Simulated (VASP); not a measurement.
# EuGeTe (P4/nmm) in VASP: single point with PBE

Aim: the single point of EuGeTe with PBE.

Program: VASP 6.6.1. These are calculated values, not measurements. Logs are shortened: lines on timing, memory, paths and dates and some standing lists are left out, and cuts for length are marked.

### 1 Starting point

It takes space group P4/nmm (No. 129, tetragonal). The conventional cell has a = 4.138 Å, b = 4.138 Å, c = 9.089 Å, α = 90.00°, β = 90.00°, γ = 90.00°. Around Eu (site symmetry 4mm) lie 4 Ge at 3.01 Å and 5 Te at 3.19 to 3.44 Å. Around Te (site symmetry 4mm) lie 5 Eu at 3.19 to 3.44 Å and 4 Te at 3.65 Å. Ge (site symmetry -4m2) is surrounded by 4 Ge at 2.93 Å and 4 Eu at 3.01 Å.

The cell was built by a generator and needn't be a form met in nature.

### 2 Single point, PBE, collinear spin, twin_end start

INCAR

```
SYSTEM = EuGeTe
PREC     = Accurate       ! precision mode
ENCUT    = 520            ! plane-wave cutoff, eV
EDIFF    = 1E-7           ! SCF threshold, eV
ISMEAR   = -1             ! smearing method
SIGMA    = 0.0614         ! smearing width, eV
LREAL    = .FALSE.        ! projectors in reciprocal space
LASPH    = .TRUE.         ! aspherical terms in the spheres
NELM     = 150            ! most SCF steps
ALGO     = Normal         ! electronic algorithm
ISIF     = 2              ! what is computed and relaxed
LWAVE    = .FALSE.        ! write WAVECAR
LCHARG   = .FALSE.        ! write CHGCAR
ISPIN    = 2              ! spin polarisation
MAGMOM   = 7.18 7.18 -0.1 -0.1 0.03 0.03 ! initial moments
LORBIT   = 11             ! projections on sites
LMAXMIX  = 6              ! l up to which the mixer works
GGA      = PE             ! functional
NBANDS   = 50             ! bands
```

KPOINTS

```
Automatic mesh
0
Gamma
  4 4 2
  0.5 0.5 0.5
```

POSCAR

```
EuGeTe
1.0
    4.1382454800      0.0000000000      0.0000000000
    0.0000000000      4.1382454800      0.0000000000
    0.0000000000      0.0000000000      9.0891697300
Eu Te Ge
2 2 2
Direct
    0.0000000000      0.5000000000      0.2410000000
    0.5000000000      0.0000000000      0.7590000000
    0.0000000000      0.5000000000      0.6200000000
    0.5000000000      0.0000000000      0.3800000000
    0.0000000000      0.0000000000      0.0000000000
    0.5000000000      0.5000000000      0.0000000000
```

Potentials or basis: VASP PAW PBE potentials, release 64 (Eu, Te, Ge_d).

Command:

```bash
$ cat potpaw_PBE.64/Eu/POTCAR potpaw_PBE.64/Te/POTCAR potpaw_PBE.64/Ge_d/POTCAR > POTCAR
$ mpirun -np 1 vasp_std > vasp.out
```

OUTCAR:

```text
SYSTEM = EuGeTe
   PREC = Accurate
   ENCUT = 520
   EDIFF = 1E-7
   ISMEAR = -1
   LREAL = .FALSE.
   LASPH = .TRUE.
   NELM = 150
   ISIF = 2
   ISPIN = 2
   LORBIT = 11
   GGA = PE

 ion  position               nearest neighbor table
   1  0.000  0.500  0.241-   5 3.01   6 3.01   5 3.01   6 3.01   4 3.19   4 3.19   4 3.19   4 3.19
                             3 3.44
   2  0.500  0.000  0.759-   5 3.01   6 3.01   6 3.01   5 3.01   3 3.19   3 3.19   3 3.19   3 3.19
                             4 3.44
   3  0.000  0.500  0.620-   2 3.19   2 3.19   2 3.19   2 3.19   1 3.44   4 3.65   4 3.65   4 3.65
                             4 3.65
   4  0.500  0.000  0.380-   1 3.19   1 3.19   1 3.19   1 3.19   2 3.44   3 3.65   3 3.65   3 3.65
                             3 3.65
   5  0.000  0.000  0.000-   1 3.01   2 3.01   1 3.01   2 3.01
   6  0.500  0.500  0.000-   1 3.01   2 3.01   2 3.01   1 3.01

  LATTYP: Found a simple tetragonal cell.
 ALAT       =     4.1382454800
 C/A-ratio  =     2.1963824461

  Lattice vectors:

 A1 = (   4.1382454800,   0.0000000000,   0.0000000000)
 A2 = (   0.0000000000,   4.1382454800,   0.0000000000)
 A3 = (   0.0000000000,   0.0000000000,   9.0891697300)

Analysis of symmetry for initial positions (statically):
=====================================================================
 Subroutine PRICEL returns:
 Original cell was already a primitive cell.

 Routine SETGRP: Setting up the symmetry group for a
 simple tetragonal supercell.

 Subroutine GETGRP returns: Found 16 space group operations
 (whereof  8 operations were pure point group operations)
 out of a pool of 16 trial point group operations.

The static configuration has the point symmetry D_2d.
 The point group associated with its full space group is D_4h.

Analysis of symmetry for dynamics (positions and initial velocities):
=====================================================================
 Subroutine PRICEL returns:
 Original cell was already a primitive cell.

 Routine SETGRP: Setting up the symmetry group for a
 simple tetragonal supercell.

 Subroutine GETGRP returns: Found 16 space group operations
 (whereof  8 operations were pure point group operations)
 out of a pool of 16 trial point group operations.

The dynamic configuration has the point symmetry D_2d.
 The point group associated with its full space group is D_4h.

Analysis of structural, dynamic, and magnetic symmetry:
=====================================================================
 Subroutine PRICEL returns:
 Original cell was already a primitive cell.

 Routine SETGRP: Setting up the symmetry group for a
 simple tetragonal supercell.

 Subroutine GETGRP returns: Found 16 space group operations
 (whereof  8 operations were pure point group operations)
 out of a pool of 16 trial point group operations.

The overall configuration has the point symmetry D_2d.
 The point group associated with its full space group is D_4h.

 Subroutine INISYM returns: Found 16 space group operations
 (whereof  8 operations are pure point group operations),
 and found     1 'primitive' translations

----------------------------------------------------------------------------------------

                                     Primitive cell

  volume of cell :     155.6527

  direct lattice vectors                    reciprocal lattice vectors
     4.138245480  0.000000000  0.000000000     0.241648304  0.000000000  0.000000000
     0.000000000  4.138245480  0.000000000     0.000000000  0.241648304  0.000000000
     0.000000000  0.000000000  9.089169730     0.000000000  0.000000000  0.110021050

  length of vectors
     4.138245480  4.138245480  9.089169730     0.241648304  0.241648304  0.110021050

  position of ions in fractional coordinates (direct lattice)
     0.000000000  0.500000000  0.241000000
     0.500000000  0.000000000  0.759000000
     0.000000000  0.500000000  0.620000000
     0.500000000  0.000000000  0.380000000
     0.000000000  0.000000000  0.000000000
     0.500000000  0.500000000  0.000000000

  ion indices of the primitive-cell ions
   primitive index   ion index
[... 38 lines left out ...]
   k-points           NKPTS =      3   k-points in BZ     NKDIM =      3   number of bands    NBANDS=     50
   number of dos      NEDOS =    301   number of ions     NIONS =      6
   total plane-waves  NPLWV =  71680
   dimension x,y,z NGX =    32 NGY =   32 NGZ =   70
   dimension x,y,z NGXF=    64 NGYF=   64 NGZF=  140
   ions per type =               2   2   2
   NGX,Y,Z   is equivalent  to a cutoff of  12.86, 12.86, 12.80 a.u.
   NGXF,Y,Z  is equivalent  to a cutoff of  25.71, 25.71, 25.61 a.u.
 SYSTEM =  EuGeTe
   PREC   = accura    normal or accurate (medium, high low for compatibility)
   ISTART =      0    job   : 0-new  1-cont  2-samecut
   ICHARG =      2    charge: 1-file 2-atom 10-const
   ISPIN  =      2    spin polarized calculation?
   LNONCOLLINEAR =      F non collinear calculations
   LSORBIT =      F    spin-orbit coupling
   LASPH  =      T    aspherical Exc in radial PAW
   ENCUT  =  520.0 eV  38.22 Ry    6.18 a.u.   7.69  7.69 16.90*2*pi/ulx,y,z
   NELM   =    150;   NELMIN=  2; NELMDL= -5     # of ELM steps
   EDIFF  = 0.1E-06   stopping-criterion for ELM
   LREAL  =      F    real-space projection
   EDIFFG = 0.1E-05   stopping-criterion for IOM
   NSW    =      0    number of steps for IOM
   IBRION =     -1    ionic relax: 0-MD 1-quasi-New 2-CG
   NFREE  =      0    steps in history (QN), initial steepest desc. (CG)
   ISIF   =      2    stress and relaxation
   ISYM   =      2    0-nonsym 1-usesym 2-fastsym
   POTIM  = 0.5000    time-step for ionic-motion
   TEBEG  =    0.0;   TEEND  =   0.0 temperature during run
   PSTRESS=    0.0 pullay stress
   NELECT =      74.0000    total number of electrons
   NUPDOWN=      -1.0000    fix difference up-down
   EMIN   =  10.00;   EMAX   =-10.00  energy-range for DOS
   EFERMI =   0.00;   METHOD = LEGACY
   ISMEAR =    -1;   SIGMA  =   0.06  broadening in eV -4-tet -1-fermi 0-gaus
   EFERMI_NEDOS =   21; number of points for ismear=-14 and -15
   IALGO  =     38    algorithm
   IMIX   =      4    mixing-type and parameters
     AMIX     =   0.40;   BMIX     =  1.00
     AMIX_MAG =   1.60;   BMIX_MAG =  1.00
  volume/ion in A,a.u.               =      25.94       175.07
  Fermi-wavevector in a.u.,A,eV,Ry     =   1.277713  2.414527 22.212183  1.632549
  Thomas-Fermi vector in A             =   2.410297
   LORBIT       =     11    0 simple, 1 ext, 2 COOP (PROOUT), +10 PAW based schemes
   GGA     = PE    functional components
   LHFCALC =     F    Hartree Fock is set to
   AEXX    =    0.0000 exact exchange contribution
   IVDW    =     0    specifies the selected vdW correction
   LEPSILON=     F    determine dielectric tensor
   LRPA    =     F    only Hartree local field effects (RPA)
 spin polarized calculation
  energy-cutoff  :      520.00
  volume of cell :      155.65
 maximum number of plane-waves:      4195
 NGX is ok and might be reduce to    32
   NGX = 15   NGY = 15   NGZ = 33

 number of electron      74.0000038 magnetization      13.2504371

 Free energy of the ion-electron system (eV)
  ---------------------------------------------------
  ext. energy  EPLUGINS =         0.00000000
  ---------------------------------------------------
  free energy    TOTEN  =       -42.09438818 eV

  energy without entropy =      -41.99491468  energy(sigma->0) =      -42.04465143

 E-fermi :   5.0517     XC(G=0): -10.3599

 val. band max:        4.9596210606   @ k =   0.3750   0.1250   0.2500
 cond. band min:       5.0943683643   @ k =   0.3750   0.1250   0.2500
 fundamental gap:      0.1347473037
 Fermi energy:         5.0517121705

 spin component 1

 k-point     1 :       0.1250    0.1250    0.2500
  band No.  band energies     occupation
      1     -35.9151      1.00000
      2     -35.9146      1.00000
      3     -19.1649      1.00000
      4     -19.1316      1.00000
      5     -19.0633      1.00000
      6     -19.0625      1.00000
[... 145 lines left out ...]
     48       9.0308      0.00000
     49       9.1616      0.00000
 Fermi energy:         5.0517121705

 spin component 2

 k-point     1 :       0.1250    0.1250    0.2500
  band No.  band energies     occupation
      1     -32.9493      1.00000
      2     -32.9485      1.00000
      3     -19.1674      1.00000
      4     -19.1314      1.00000
      5     -19.0637      1.00000
      6     -19.0586      1.00000
[... 145 lines left out ...]
     48       9.9799      0.00000
     49      10.1930      0.00000
 [bands above 49 left out]

------------------------ aborting loop because EDIFF is reached ----------------------------------------

  FORCE on cell =-STRESS in cart. coord.  units (eV):
  Direction    XX          YY          ZZ          XY          YZ          ZX
  --------------------------------------------------------------------------------------
  -------------------------------------------------------------------------------------
  Total        1.9779282      1.9779282      4.8080505      0.0000000      0.0000000     -0.0000000
  in kB       20.3593728     20.3593728     49.4906196      0.0000000      0.0000000     -0.0000000
  external PRESSURE =      30.0697884 kB  Pullay stress =       0.0000000 kB

 VOLUME and BASIS-vectors are now :
 -----------------------------------------------------------------------------
  energy-cutoff  :      520.00
  volume of cell :      155.65
      direct lattice vectors                 reciprocal lattice vectors
     4.138245480  0.000000000  0.000000000     0.241648304  0.000000000  0.000000000
     0.000000000  4.138245480  0.000000000     0.000000000  0.241648304  0.000000000
     0.000000000  0.000000000  9.089169730     0.000000000  0.000000000  0.110021050

 POSITION                                       TOTAL-FORCE (eV/Angst)
 -----------------------------------------------------------------------------------
      0.00000      2.06912      2.19049        -0.000000      0.000000      1.558761
      2.06912      0.00000      6.89868         0.000000      0.000000     -1.558761
      0.00000      2.06912      5.63529         0.000000      0.000000      0.491326
      2.06912      0.00000      3.45388         0.000000      0.000000     -0.491326
      0.00000      0.00000      0.00000         0.000000      0.000000      0.000000
      2.06912      2.06912      0.00000         0.000000     -0.000000      0.000000
 -----------------------------------------------------------------------------------
    total drift:                                0.000000     -0.000000     -0.000000

  FREE ENERGIE OF THE ION-ELECTRON SYSTEM (eV)
  ---------------------------------------------------
  free  energy   TOTEN  =       -42.0943881797 eV

  energy  without entropy=      -41.9949146830  energy(sigma->0) =      -42.04465143

 total charge

# of ion       s       p       d       f       tot
--------------------------------------------------
    1        2.045   5.737   0.489   6.450  14.722
    2        2.045   5.737   0.489   6.450  14.722
    3        1.372   2.008   0.025   0.000   3.405
    4        1.372   2.008   0.025   0.000   3.405
    5        1.203   1.064   9.990   0.000  12.257
    6        1.203   1.064   9.990   0.000  12.257
--------------------------------------------------
tot          9.242  17.619  21.007  12.900  60.769

 magnetization (x)

# of ion       s       p       d       f       tot
--------------------------------------------------
    1       -0.010  -0.106   0.091   6.402   6.377
    2       -0.010  -0.106   0.091   6.402   6.377
    3       -0.006  -0.073   0.002   0.000  -0.077
    4       -0.006  -0.073   0.002   0.000  -0.077
    5       -0.010   0.023   0.005   0.000   0.018
    6       -0.010   0.023   0.005   0.000   0.018
--------------------------------------------------
tot         -0.051  -0.311   0.197  12.803  12.638
```

It took 6.7 min on 1 thread of Intel Xeon Platinum 8488C (Sapphire Rapids), shared host; peak memory 0.34 GiB.

What came out:

- Free energy: -42.0944 eV
- Pressure: 3.0 GPa
- Largest force: 1.559 eV/Å
- Band gap on the k mesh: none (metal or under the smearing width)
- Net moment: 13.25 μB per cell
- Site moments: Eu +6.38; Te -0.08; Ge +0.02 μB
- Valence electrons inside the program's atomic spheres: Eu 14.72; Te 3.40; Ge 12.26

Forces in eV/Å, atoms in the order of the input:
```
Eu   0.000  0.000  1.559
Eu   0.000  0.000 -1.559
Te   0.000  0.000  0.491
Te   0.000  0.000 -0.491
Ge   0.000  0.000  0.000
Ge   0.000  0.000  0.000
```

Stress tensor (GPa, compression positive):
```
2.04 0.00 0.00
0.00 2.04 0.00
0.00 0.00 4.95
```

Caveat: the k mesh is coarse (spacing up to 0.38 Å⁻¹), so the values aren't converged; spin-orbit coupling is left out, which moves the levels of the heavy elements; without U or exact exchange the open f shell lies at the Fermi level, which spoils levels, moments and volumes; forces of over 1 eV/Å show positions far from the minimum, so gaps and moduli don't describe the material at rest. The state reached can hang on the start; a lower one may exist.
